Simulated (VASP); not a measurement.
Computed with PBEsol GGA, VASP's PBE PAW potentials (set 64) (plane waves; VASP).

VASP input:

**INCAR**
```
# general
SYSTEM  = Au
PREC    = Accurate
ENCUT   = 520
LREAL   = .FALSE.
LASPH   = .TRUE.   # aspherical one-centre terms

# electronic loop
EDIFF   = 1E-7   # SCF stop (eV)
NELM    = 100   # most electronic steps
ALGO    = Normal
LMAXMIX = 6

# smearing
ISMEAR  = -5

# functional
GGA     = PS   # PBEsol

# ions
ISIF    = 2

# output
LWAVE   = .FALSE.
LCHARG  = .TRUE.
LORBIT  = 11   # lm-projected
NEDOS   = 601   # DOS grid
```

### POSCAR
```
Au
1
    0.0000000000     2.0400000000     2.0400000000
    2.0400000000     0.0000000000     2.0400000000
    2.0400000000     2.0400000000     0.0000000000
Au
1
Direct
  0.0000000000   0.0000000000   0.0000000000
```

KPOINTS:
```
K-points
0
Gamma
  17 17 17
```

POTCAR, in this order: Au (PBE.64 set). Program: vasp_std.

The resulting files:

### OSZICAR
```
       N       E                     dE             d eps       ncg     rms          rms(c)
DAV:   1     0.430896427779E+02    0.43090E+02   -0.58142E+03  3147   0.109E+03
DAV:   2    -0.384684942645E+01   -0.46936E+02   -0.44492E+02  3091   0.201E+02
DAV:   3    -0.426297691027E+01   -0.41613E+00   -0.41557E+00  3490   0.199E+01
DAV:   4    -0.426402376206E+01   -0.10469E-02   -0.10468E-02  3427   0.105E+00
DAV:   5    -0.426403010640E+01   -0.63443E-05   -0.63440E-05  3386   0.772E-02    0.971E+00
DAV:   6    -0.395013121429E+01    0.31390E+00   -0.10232E+00  3032   0.984E+00    0.599E+00
DAV:   7    -0.392688808881E+01    0.23243E-01   -0.89254E-02  3228   0.282E+00    0.286E+00
DAV:   8    -0.392384840917E+01    0.30397E-02   -0.19166E-03  3126   0.508E-01    0.280E-01
DAV:   9    -0.392383482927E+01    0.13580E-04   -0.85055E-06  3322   0.349E-02    0.146E-02
DAV:  10    -0.392383793016E+01   -0.31009E-05   -0.10938E-06  3293   0.112E-02    0.204E-03
DAV:  11    -0.392383792454E+01    0.56207E-08   -0.36776E-08  1960   0.199E-03
   1 F= -.39238379E+01 E0= -.39238379E+01  d E =0.000000E+00
```

OUTCAR:
```
------------------------ aborting loop because EDIFF is reached ----------------------------------------
  FORCE on cell =-STRESS in cart. coord.  units (eV):
  Direction    XX          YY          ZZ          XY          YZ          ZX
  --------------------------------------------------------------------------------------
  Total        0.0032089      0.0032089      0.0032089      0.0000000      0.0000000     -0.0000000
  in kB        0.3027886      0.3027886      0.3027886      0.0000000      0.0000000     -0.0000000
  external PRESSURE =       0.3027886 kB  Pullay stress =       0.0000000 kB
  volume of cell :       16.98
      direct lattice vectors                 reciprocal lattice vectors
     0.000000000  2.040000000  2.040000000    -0.245098039  0.245098039  0.245098039
     2.040000000  0.000000000  2.040000000     0.245098039 -0.245098039  0.245098039
     2.040000000  2.040000000  0.000000000     0.245098039  0.245098039 -0.245098039
 POSITION                                       TOTAL-FORCE (eV/Angst)
 -----------------------------------------------------------------------------------
      0.00000      0.00000      0.00000         0.000000      0.000000      0.000000
 -----------------------------------------------------------------------------------
    total drift:                                0.000000     -0.000000     -0.000000
  FREE ENERGIE OF THE ION-ELECTRON SYSTEM (eV)
  ---------------------------------------------------
  free  energy   TOTEN  =        -3.9238379245 eV

  energy  without entropy=       -3.9238379245  energy(sigma->0) =       -3.92383792

 total charge

# of ion       s       p       d       tot
------------------------------------------
    1        0.536   0.362   8.750   9.648
```
(Selected blocks of OUTCAR.)

For a metal the tetrahedron method with Blöchl corrections gives inexact stress and forces.

The compound is Au in the fcc structure. The cell was not relaxed at this level.
